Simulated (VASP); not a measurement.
# GW on BN (Qingsongite), part 3 of 3

Aim: the quasiparticle gap of BN (Qingsongite), and what it costs to get it. The cell is of the zinc-blende type, one of the forms listed for this formula. The start is a cell from a database of measured crystal structures.

VASP 6.6.1, plane waves and PAW; the level of theory is named at each step.

So far, quasiparticle gap on the mesh (eV): step 4 (G0W0, k-mesh 6×6×6) 5.74; step 7 (k-mesh 8×8×8) 5.74. Also gap on the k-mesh (eV): step 3 (empty bands, k-mesh 6×6×6) 4.46; step 5 (ground state, k-mesh 8×8×8) 4.46.

## Step 8: Ground state, k-mesh 10×10×10

This step: PBE; plane waves and PAW (B_GW, N_GW) (VASP 6.6.1).

The comparison at this point.

Input file INCAR:

```
SYSTEM = BN
PREC = Accurate
ENCUT = 450
EDIFF = 1E-08
NELM = 100
ISMEAR = 0
SIGMA = 0.01
LREAL = .FALSE.
ALGO = Normal
GGA = PE
NBANDS = 10
LORBIT = 11
LWAVE = .TRUE.
LCHARG = .FALSE.
KPAR = 8
```

Input file POSCAR:

```
BN
1.0
    0.0000000000      1.8075000000      1.8075000000
    1.8075000000      0.0000000000      1.8075000000
    1.8075000000      1.8075000000      0.0000000000
B N
1 1
Direct
    0.0000000000      0.0000000000      0.0000000000
    0.2500000000      0.2500000000      0.2500000000
```

Input file KPOINTS:

```
Automatic mesh
0
Gamma
10 10 10
0 0 0
```

Potentials, in the order of the species: B_GW and N_GW (PBE family, release 64).

Run with:

```bash
mpirun -np 8 vasp_std
```

The log of the run:

```text
[... set-up lines as in an earlier step ...]
 entering main loop
       N       E                     dE             d eps       ncg     rms          rms(c)
DAV:   1     0.291766617155E+02    0.29177E+02   -0.50587E+03   948   0.807E+02
DAV:   2    -0.174216500132E+02   -0.46598E+02   -0.43605E+02  1122   0.238E+02
DAV:   3    -0.183797151028E+02   -0.95807E+00   -0.95608E+00  1168   0.309E+01
DAV:   4    -0.183834363215E+02   -0.37212E-02   -0.37206E-02  1118   0.203E+00
[...]
DAV:  13    -0.174472195268E+02   -0.49946E-07   -0.25210E-08  1048   0.156E-03    0.734E-05
DAV:  14    -0.174472195396E+02   -0.12772E-07   -0.85782E-10   674   0.303E-04    0.276E-05
DAV:  15    -0.174472195386E+02    0.99266E-09   -0.70508E-11   608   0.136E-04
   1 F= -.17447220E+02 E0= -.17447220E+02  d E =-.370844E-46
 writing wavefunctions
```

It took 2.6 s on 8 MPI ranks of Intel Xeon Platinum 8488C (Sapphire Rapids), shared host; peak memory 0.86 GiB.

OUTCAR, selected parts (step 8):

```text
  Total       -0.0469878     -0.0469878     -0.0469878     -0.0000000      0.0000000      0.0000000
  in kB       -6.3742724     -6.3742724     -6.3742724     -0.0000000      0.0000000      0.0000000
  external PRESSURE =      -6.3742724 kB  Pullay stress =       0.0000000 kB

 POSITION                                       TOTAL-FORCE (eV/Angst)
 -----------------------------------------------------------------------------------
      0.00000      0.00000      0.00000         0.000000      0.000000      0.000000
      0.90375      0.90375      0.90375        -0.000000     -0.000000     -0.000000
 -----------------------------------------------------------------------------------
    total drift:                                0.000001      0.000001      0.000001

  FREE ENERGIE OF THE ION-ELECTRON SYSTEM (eV)
  ---------------------------------------------------
  free  energy   TOTEN  =       -17.4472195386 eV

  energy  without entropy=      -17.4472195386  energy(sigma->0) =      -17.44721954

[... 1 part as in an earlier step ...]

[... 2 further parts left out ...]
[key lines of the parts left out:]
E-fermi :   7.5610
```

The cell has a gap of 4.46 eV on this mesh.

The run ends at a pressure of -0.64 GPa.

## Step 9: Empty bands, k-mesh 10×10×10

The empty bands are made again, for the run that follows.

Input file INCAR:

```
SYSTEM = BN
PREC = Accurate
ENCUT = 450
ISMEAR = 0
SIGMA = 0.01
LREAL = .FALSE.
GGA = PE
NBANDS = 32
ALGO = Exact
NELM = 1
LWAVE = .TRUE.
LCHARG = .FALSE.
LOPTICS = .TRUE.
NEDOS = 1000
CSHIFT = 0.1
```

POSCAR is that of step 8.

KPOINTS is that of step 8.

Run with:

```bash
mpirun -np 8 vasp_std
```

The log of the run:

```text
[... set-up lines as in an earlier step ...]
 entering main loop
       N       E                     dE             d eps       ncg     rms          rms(c)
DIA:   1    -0.174472195382E+02   -0.17447E+02    0.00000E+00     0   0.000E+00
   1 F= -.17447220E+02 E0= -.17447220E+02  d E =-.396013-118
 writing wavefunctions
 optical routines
 imaginary and real dielectric function
 recalculating local potential from charge density
 direction            1
 direction            2
 direction            3
```

Wall time 4 s (8 MPI ranks); peak memory 0.83 GiB.

Parts of OUTCAR (step 9):

```text
  Total       -0.0469758     -0.0469758     -0.0469758      0.0000000      0.0000000      0.0000000
  in kB       -6.3726481     -6.3726481     -6.3726481      0.0000000      0.0000000      0.0000000
  external PRESSURE =      -6.3726481 kB  Pullay stress =       0.0000000 kB

 POSITION                                       TOTAL-FORCE (eV/Angst)
 -----------------------------------------------------------------------------------
      0.00000      0.00000      0.00000         0.000000      0.000000     -0.000000
      0.90375      0.90375      0.90375        -0.000000     -0.000000      0.000000
 -----------------------------------------------------------------------------------
    total drift:                                0.000001      0.000001      0.000001

  FREE ENERGIE OF THE ION-ELECTRON SYSTEM (eV)
  ---------------------------------------------------
  free  energy   TOTEN  =       -17.4472195382 eV

  energy  without entropy=      -17.4472195382  energy(sigma->0) =      -17.44721954

[... 1 part as in an earlier step ...]

[... 2 further parts left out ...]
[key lines of the parts left out:]
E-fermi :   7.6248
```

## Step 10: G0W0, k-mesh 10×10×10

This step: G0W0 on PBE; plane waves and PAW (B_GW, N_GW) (VASP 6.6.1).

The mesh goes to 10×10×10.

Input file INCAR:

```
SYSTEM = BN
PREC = Accurate
ENCUT = 450
ISMEAR = 0
SIGMA = 0.01
LREAL = .FALSE.
GGA = PE
NBANDS = 32
ALGO = EVGW0
NELMGW = 1
ENCUTGW = 100
NOMEGA = 48
PRECFOCK = Fast
NBANDSGW = 16
LWAVE = .FALSE.
LCHARG = .FALSE.
```

POSCAR is that of step 9.

KPOINTS is that of step 9.

Run with:

```bash
mpirun -np 8 vasp_std
```

The log of the run:

```text
[banner, memory and clock lines left out]
running    8 mpi-ranks, on    1 nodes
[...]
[... a notice as in an earlier step ...]

 [... a notice as in an earlier step ...]

 LDA part: xc-table for (Slater+PW92), standard interpolation
 found WAVECAR, reading the header
 POSCAR, INCAR and KPOINTS ok, starting setup
[...]
reading WAVECAR
 the WAVECAR file was read successfully
 initial charge from wavefunction
 available memory per node:     62.75 GB, setting MAXMEM to     64259

 The Fermi energy was updated, please check that it is located mid-gap
 values below the HOMO (VB) or above the LUMO (CB) will cause erroneous energies
 E-fermi :   9.6931

 calculate exact exchange contribution
 the WAVEDER file was read successfully
energies w=
    0.000    0.000    1.068    0.000    2.132    0.000    3.187    0.000
    4.230    0.000    5.258    0.000    6.270    0.000    7.263    0.000
    8.238    0.000    9.195    0.000   10.135    0.000   11.059    0.000
[...]
total number of BLAS operations        196.92 Gflops
NQ=  43   -0.3000    0.4000    0.1000,
|.........|.........|.........|.........|.........|.........|.........|.........
 performed      36274000 updates of chi_q(r,r)
 total number of BLAS operations        203.44 Gflops
NQ=  44   -0.4000    0.5000    0.1000,
|.........|.........|.........|.........|.........|.........|.........|.........
 performed      36995000 updates of chi_q(r,r)
 total number of BLAS operations        207.34 Gflops
NQ=  45   -0.4000    0.4000    0.2000,
|.........|.........|.........|.........|.........|.........|.........|.........
 performed      38030000 updates of chi_q(r,r)
 total number of BLAS operations        214.30 Gflops
NQ=  46   -0.3000    0.4000    0.2000,
|.........|.........|.........|.........|.........|.........|.........|.........
 performed      38999000 updates of chi_q(r,r)
 total number of BLAS operations        221.28 Gflops
NQ=  47   -0.3000    0.5000    0.2000,
|.........|.........|.........|.........|.........|.........|.........|.........
 performed      39720000 updates of chi_q(r,r)
 total number of BLAS operations        225.81 Gflops
 resolving degeneracies of screened two electron integrals

 calculate QP shifts <psi_nk| G(iteration)W_0 |psi_nk>: iteration 1
 entering main loop
```

Elapsed: 3.2 min, on 8 MPI ranks; peak memory 1.8 GiB; 25 min of CPU time.

Parts of OUTCAR (step 10):

```text
 QP shifts <psi_nk| G(iteration)W_0 |psi_nk>: iteration 1
 for sc-GW calculations column KS-energies equals QP-energies in previous step
 and V_xc(KS)=  KS-energies - (<T + V_ion + V_H > + <T+V_H+V_ion>^1  + <V_x>^1)
 k-point   1 :       0.0000    0.0000    0.0000
  band No.  KS-energies  QP-energies   sigma(KS)   V_xc(KS)     V^pw_x(r,r')   Z            occupation Imag(sigma)
      1     -12.7715     -14.5483     -17.7740     -15.4892     -26.4992       0.7777       2.0000       1.4362
      2       7.4630       7.0499     -18.7859     -18.2867     -21.8306       0.8277       2.0000       0.0794
      3       7.4630       7.0499     -18.7859     -18.2867     -21.8306       0.8277       2.0000       0.0794
      4       7.4630       7.0499     -18.7859     -18.2867     -21.8306       0.8277       2.0000       0.0794
      5      16.2831      17.8610     -11.8967     -13.7847      -7.0473       0.8357       0.0000      -0.1001
      6      16.2831      17.8610     -11.8967     -13.7847      -7.0473       0.8357       0.0000      -0.1001
      7      16.2831      17.8610     -11.8967     -13.7847      -7.0473       0.8357       0.0000      -0.1001
      8      17.8047      19.1983     -13.7389     -15.4381      -8.4265       0.8201       0.0000      -0.1225
    ...

[... 1 part as in an earlier step ...]

[... 2 further parts left out ...]
[key lines of the parts left out:]
E-fermi :   9.6931
```

The gap is now 5.736 eV, -5 meV against the GW run before.

## Step 11: Summary

This step: GW series: G0W0 on PBE; plane waves and PAW (VASP 6.6.1).

Derived from the runs above.

Cost is wall time times ranks on a shared host, with the step that makes the empty bands. GW runs:

| level | bands | ENCUTGW (eV) | NOMEGA | k mesh | starting gap (eV) | quasiparticle gap (eV) | direct gap (eV) | cost (core minutes) |
| --- | --- | --- | --- | --- | --- | --- | --- | --- |
| G0W0 | 32 | 100 | 48 | 6x6x6 | 4.458 | 5.741 | 10.81 | 2.45 |
| G0W0 | 32 | 100 | 48 | 8x8x8 | 4.46 | 5.742 | 10.81 | 9.17 |
| G0W0 | 32 | 100 | 48 | 10x10x10 | 4.46 | 5.736 | 10.81 | 26.41 |

## Step 12: Summary of results

```yaml
g0w0_on_pbe_32_bands_encutgw_100_ev_nomega_48_mesh_10x10x10: 4.460 → 5.736 eV
g0w0_on_pbe_32_bands_encutgw_100_ev_nomega_48_mesh_6x6x6: 4.458 → 5.741 eV
```

G0W0 gives a quasiparticle gap of 5.736 eV on the mesh, 1.28 eV over the PBE gap on the same mesh. On mesh and path the starting valence top lies at Γ and the conduction bottom at (0.5, 0.5, 0), so the starting gap is indirect. Both points lie on the GW mesh. The steps of the series move the gap by +1, -6 meV; the last costs 2.9 times the one before. The last step lies within a tolerance of 30 meV, picked for this account, and the last two together move the gap by -4 meV. Every mesh holds the starting band edges. Bands and response cutoff weren't varied. Not tabulated here, as repeats of values shown or as unfit to read for their mesh, reference level or band range: eps2 curves (empty bands); eps1 curves and static values (empty bands); gaps (empty bands).

[Lines on the potential files, build, host, timing and source positions are cut from VASP's logs without a mark.]

[Logs are printed without paths, hosts, clocks, repeated set-up lines and the standing remarks that a program may print on its own settings, such as how far it seeks lower states.]

[Hosts, paths, dates, database ids (printed as entryN), source tags and the programs' standing remarks are cut or masked in the printed files.]

[Pressures printed for these runs are not shown converged in the cutoff: they can be off by several GPa and have the wrong sign.]
